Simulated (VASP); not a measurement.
Computed with PBEsol GGA, VASP's PBE PAW potentials (set 64) (plane waves; VASP 6.6.1).

A VASP calculation is set up with these files.

**INCAR**
```
ISMEAR  =  0
IBRION  =  2   ! conjugate gradients
ALGO  =  Normal
SYSTEM  =  YSb
NSW  =  60   ! most ionic steps
LCHARG  =  .FALSE.
PREC  =  Accurate
EDIFF  =  1E-6   ! SCF stop (eV)
LASPH  =  .TRUE.
GGA  =  PS   ! PBEsol
SIGMA  =  0.05   ! width (eV)
EDIFFG  =  -0.01   ! ionic stop
NELM  =  100
LWAVE  =  .FALSE.
LMAXMIX  =  4   ! l cut-off of mixed one-centre charges
ISIF  =  3
ENCUT  =  400   ! plane-wave cut-off (eV)
LREAL  =  .FALSE.   ! projection in real space or not
```

### POSCAR
```
YSb
1
   -0.0000000000     3.4309598525     3.4309598525
    3.4309598525     0.0000000000     3.4309598525
    3.4309598525     3.4309598525    -0.0000000000
Y Sb
1 1
Direct
  0.0000000000   0.0000000000   0.0000000000
  0.2500000000   0.2500000000   0.2500000000
```

File KPOINTS:
```
Automatic mesh
0
Gamma
6 6 6
0 0 0
```

POTCAR, in this order: Y_sv Sb (PBE.64 set). Program: vasp_std.

Output of the run:

File OSZICAR:
```
       N       E                     dE             d eps       ncg     rms          rms(c)
DAV:   1     0.467880361603E+02    0.46788E+02   -0.61666E+03   384   0.940E+02
DAV:   2    -0.976662363058E+01   -0.56555E+02   -0.53023E+02   464   0.190E+02
DAV:   3    -0.134243092556E+02   -0.36577E+01   -0.36073E+01   564   0.373E+01
DAV:   4    -0.136220224490E+02   -0.19771E+00   -0.19724E+00   564   0.881E+00
DAV:   5    -0.136309937894E+02   -0.89713E-02   -0.89707E-02   544   0.152E+00    0.246E+01
DAV:   6    -0.125642491709E+02    0.10667E+01   -0.24175E+00   460   0.755E+00    0.177E+01
DAV:   7    -0.125298991257E+02    0.34350E-01   -0.17481E+00   568   0.604E+00    0.461E+00
DAV:   8    -0.124961504028E+02    0.33749E-01   -0.56574E-01   436   0.402E+00    0.826E-01
DAV:   9    -0.124867063192E+02    0.94441E-02   -0.73591E-02   456   0.160E+00    0.257E-01
DAV:  10    -0.124868461339E+02   -0.13981E-03   -0.26703E-03   492   0.379E-01    0.147E-01
DAV:  11    -0.124867767811E+02    0.69353E-04   -0.67154E-04   536   0.165E-01    0.813E-02
DAV:  12    -0.124867950789E+02   -0.18298E-04   -0.98363E-05   592   0.587E-02    0.416E-02
DAV:  13    -0.124867904841E+02    0.45948E-05   -0.28938E-05   528   0.303E-02    0.119E-02
DAV:  14    -0.124867896965E+02    0.78766E-06   -0.42679E-06   536   0.140E-02
   1 F= -.12486790E+02 E0= -.12486790E+02  d E =-.124868E+02
```

**OUTCAR**
```
------------------------ aborting loop because EDIFF is reached ----------------------------------------
  FORCE on cell =-STRESS in cart. coord.  units (eV):
  Direction    XX          YY          ZZ          XY          YZ          ZX
  --------------------------------------------------------------------------------------
  Total        0.0131261      0.0131261      0.0131261     -0.0000000      0.0000000      0.0000000
  in kB        0.2603580      0.2603580      0.2603580     -0.0000000      0.0000000      0.0000000
  external PRESSURE =       0.2603580 kB  Pullay stress =       0.0000000 kB
  volume of cell :       80.77
      direct lattice vectors                 reciprocal lattice vectors
     0.000000000  3.430959853  3.430959853    -0.145731813  0.145731813  0.145731813
     3.430959853  0.000000000  3.430959853     0.145731813 -0.145731813  0.145731813
     3.430959853  3.430959853  0.000000000     0.145731813  0.145731813 -0.145731813
 POSITION                                       TOTAL-FORCE (eV/Angst)
 -----------------------------------------------------------------------------------
      0.00000      0.00000      0.00000         0.000000      0.000000     -0.000000
      1.71548      1.71548      1.71548        -0.000000     -0.000000      0.000000
 -----------------------------------------------------------------------------------
    total drift:                                0.000000      0.000000      0.000000
  FREE ENERGIE OF THE ION-ELECTRON SYSTEM (eV)
  ---------------------------------------------------
  free  energy   TOTEN  =       -12.4867896965 eV

  energy  without entropy=      -12.4867896965  energy(sigma->0) =      -12.48678970

 reached required accuracy - stopping structural energy minimisation
```
(Selected blocks of OUTCAR.)

The structure was generated: YSb was put into the zinc blende type (F-43m), which need not be its known phase. It was relaxed first, which changed the volume by -26 %. The start is the result of an earlier pass.
